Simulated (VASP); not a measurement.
Method: RPBE GGA, VASP's PBE PAW potentials (set 64) (plane waves; VASP 6.6.1).

VASP ran on this input.

File POSCAR:
```
Dy
1
    1.8223098349    -3.1563330083     0.0000000000
    1.8223098349     3.1563330083     0.0000000000
    0.0000000000     0.0000000000     5.6222333824
Dy
2
Direct
  0.3333330000   0.6666670000   0.2500000000
  0.6666670000   0.3333330000   0.7500000000
```

**KPOINTS**
```
Automatic mesh
0
G
11 11 7
```

INCAR:
```
SIGMA = 0.1   # width (eV)
LASPH = .TRUE.   # aspherical one-centre terms
LMAXMIX = 6   # l cut-off of mixed one-centre charges
EDIFFG = -0.01   # ionic stop
ISIF = 4
ALGO = Normal   # blocked Davidson
ISMEAR = 1   # Methfessel-Paxton
ENCUT = 520   # plane-wave cut-off (eV)
NELM = 100   # most electronic steps
PREC = Accurate
SYSTEM = Dy
LREAL = .FALSE.   # projection in real space or not
LCHARG = .FALSE.
IBRION = 2   # conjugate gradients
NSW = 30   # most ionic steps
LWAVE = .FALSE.
EDIFF = 1E-7
GGA = RP
```

POTCAR, in this order: Dy_3 (PBE.64 set). Program: vasp_std.

What VASP printed:

**OSZICAR**
```
       N       E                     dE             d eps       ncg     rms          rms(c)
DAV:   1     0.500860871384E+02    0.50086E+02   -0.88250E+03  1664   0.124E+03
DAV:   2    -0.497081000588E+01   -0.55057E+02   -0.54060E+02  1684   0.309E+02
DAV:   3    -0.824176335178E+01   -0.32710E+01   -0.30202E+01  2333   0.411E+01
DAV:   4    -0.836439231471E+01   -0.12263E+00   -0.11382E+00  2152   0.846E+00
DAV:   5    -0.836899734085E+01   -0.46050E-02   -0.45427E-02  2434   0.110E+00    0.241E+01
DAV:   6    -0.837413601618E+01   -0.51387E-02   -0.24602E-02  2494   0.151E+00    0.144E+01
DAV:   7    -0.838566124250E+01   -0.11525E-01   -0.46759E-02  2541   0.212E+00    0.247E-01
DAV:   8    -0.838548366337E+01    0.17758E-03   -0.24892E-03  2119   0.422E-01    0.658E-02
DAV:   9    -0.838551224784E+01   -0.28584E-04   -0.22783E-04  2205   0.139E-01    0.345E-02
DAV:  10    -0.838550462862E+01    0.76192E-05   -0.37548E-05  2235   0.486E-02    0.439E-02
DAV:  11    -0.838550651458E+01   -0.18860E-05   -0.48976E-06  1974   0.192E-02    0.133E-03
DAV:  12    -0.838550682241E+01   -0.30783E-06   -0.40049E-07  2173   0.611E-03    0.369E-03
DAV:  13    -0.838550666220E+01    0.16021E-06   -0.56210E-08  1242   0.202E-03    0.259E-04
DAV:  14    -0.838550666377E+01   -0.15702E-08   -0.91419E-09  1237   0.112E-03
   1 F= -.83855067E+01 E0= -.83847109E+01  d E =-.838551E+01
       N       E                     dE             d eps       ncg     rms          rms(c)
DAV:   1    -0.838830034136E+01   -0.27937E-02   -0.10412E-01  1664   0.245E+00    0.216E-01
DAV:   2    -0.838704811659E+01    0.12522E-02   -0.21744E-03  2189   0.498E-01    0.129E-01
DAV:   3    -0.838642354265E+01    0.62457E-03   -0.75968E-04  2092   0.237E-01    0.553E-02
DAV:   4    -0.838643329397E+01   -0.97513E-05   -0.15071E-04  2392   0.952E-02    0.318E-02
DAV:   5    -0.838643408529E+01   -0.79132E-06   -0.32708E-06  2265   0.149E-02    0.126E-02
DAV:   6    -0.838643388386E+01    0.20143E-06   -0.47669E-07  2115   0.608E-03    0.254E-03
DAV:   7    -0.838643383606E+01    0.47800E-07   -0.48996E-08  1072   0.248E-03
   2 F= -.83864338E+01 E0= -.83857250E+01  d E =-.927172E-03
       N       E                     dE             d eps       ncg     rms          rms(c)
DAV:   1    -0.838770921247E+01   -0.12753E-02   -0.58663E-02  1664   0.184E+00    0.163E-01
DAV:   2    -0.838699647552E+01    0.71274E-03   -0.12285E-03  2184   0.375E-01    0.989E-02
DAV:   3    -0.838664184819E+01    0.35463E-03   -0.43437E-04  2092   0.180E-01    0.429E-02
DAV:   4    -0.838664774389E+01   -0.58957E-05   -0.85539E-05  2341   0.717E-02    0.244E-02
DAV:   5    -0.838664815486E+01   -0.41097E-06   -0.19084E-06  2256   0.113E-02    0.102E-02
DAV:   6    -0.838664800254E+01    0.15231E-06   -0.28938E-07  1902   0.475E-03    0.188E-03
DAV:   7    -0.838664796964E+01    0.32902E-07   -0.31439E-08   977   0.196E-03
   3 F= -.83866480E+01 E0= -.83859737E+01  d E =-.114131E-02
```

OUTCAR:
```
------------------------ aborting loop because EDIFF is reached ----------------------------------------
  FORCE on cell =-STRESS in cart. coord.  units (eV):
  Direction    XX          YY          ZZ          XY          YZ          ZX
  --------------------------------------------------------------------------------------
  Total        0.5119825      0.5119824      0.5149954      0.0000000      0.0000000      0.0000000
  in kB       12.6829937     12.6829920     12.7576301      0.0000000      0.0000000      0.0000000
  external PRESSURE =      12.7078719 kB  Pullay stress =       0.0000000 kB
  volume of cell :       64.68
      direct lattice vectors                 reciprocal lattice vectors
     1.815047660 -3.143754545 -0.000000000     0.275474860 -0.159045496 -0.000000000
     1.815047660  3.143754545 -0.000000000     0.275474860  0.159045496  0.000000000
     0.000000000 -0.000000000  5.667313563     0.000000000 -0.000000000  0.176450445
 POSITION                                       TOTAL-FORCE (eV/Angst)
 -----------------------------------------------------------------------------------
      1.81505      1.04792      1.41683         0.000000      0.000000      0.000000
      1.81505     -1.04792      4.25049        -0.000000     -0.000000      0.000000
 -----------------------------------------------------------------------------------
    total drift:                               -0.000004      0.000104     -0.000011
  FREE ENERGIE OF THE ION-ELECTRON SYSTEM (eV)
  ---------------------------------------------------
  free  energy   TOTEN  =        -8.3866479696 eV

  energy  without entropy=       -8.3846250429  energy(sigma->0) =       -8.38597366

 reached required accuracy - stopping structural energy minimisation
```
(Selected blocks of OUTCAR.)

### CONTCAR
```
Dy
   1.00000000000000
     1.8150476597904535   -3.1437545449326625   -0.0000000000000000
     1.8150476597904535    3.1437545449326625   -0.0000000000000000
     0.0000000000000000   -0.0000000000000000    5.6673135627759823
  Dy
     2
Direct
     0.3333330000000032    0.6666669999999968    0.2500000000000000
     0.6666669999999968    0.3333330000000032    0.7500000000000000
```

OUTCAR:
```
 val. band max:        3.1242594131   @ k =   0.3636   0.1818   0.2857

 cond. band min:       3.1283206546   @ k =   0.4545   0.0000   0.0000


 Fermi energy:         3.1255775023

 k-point     1 :       0.0000    0.0000    0.0000
  band No.  band energies     occupation
      1     -20.5738      2.00000
      2     -20.0471      2.00000
      3     -20.0471      2.00000
      4     -19.9436      2.00000
      5     -19.9436      2.00000
      6     -19.8979      2.00000
      7      -1.9328      2.00000
      8       1.0266      2.00000
      9       4.3038     -0.00000
     10       4.9491     -0.00000
     11       4.9491     -0.00000
     12       5.3398      0.00000
     13       5.6439      0.00000

 k-point     2 :       0.0909    0.0000    0.0000
  band No.  band energies     occupation
      1     -20.5575      2.00000
      2     -20.0797      2.00000
      3     -20.0584      2.00000
      4     -19.9783      2.00000
      5     -19.9477      2.00000
      6     -19.9060      2.00000
      7      -1.7422      2.00000
      8       1.2103      2.00000
      9       4.0821     -0.00000
     10       4.5092     -0.00000
     11       5.1308      0.00000
     12       5.4159      0.00000
     13       5.6672      0.00000

 k-point     3 :       0.1818    0.0000    0.0000
  band No.  band energies     occupation
      1     -20.5111      2.00000
      2     -20.1675      2.00000
      3     -20.0875      2.00000
      4     -20.0686      2.00000
      5     -19.9598      2.00000
      6     -19.9300      2.00000
      7      -1.2019      2.00000
      8       1.6864      2.00000
      9       3.5518     -0.00000
     10       3.8690     -0.00000
     11       4.9518     -0.00000
     12       5.4391      0.00000
     13       5.5210      0.00000

 k-point     4 :       0.2727    0.0000    0.0000
  band No.  band energies     occupation
      1     -20.4424      2.00000
      2     -20.2829      2.00000
      3     -20.1812      2.00000
...
```

The 4f electrons are frozen in the core of the lanthanide potential, so 4f levels, which can set the real gap, and their magnetism are missing.

The compound is Dy in the hcp structure. This cell is one point of a volume scan, at 0.97 of the reference volume. Symmetry was kept, so distortions that lower it aren't found.
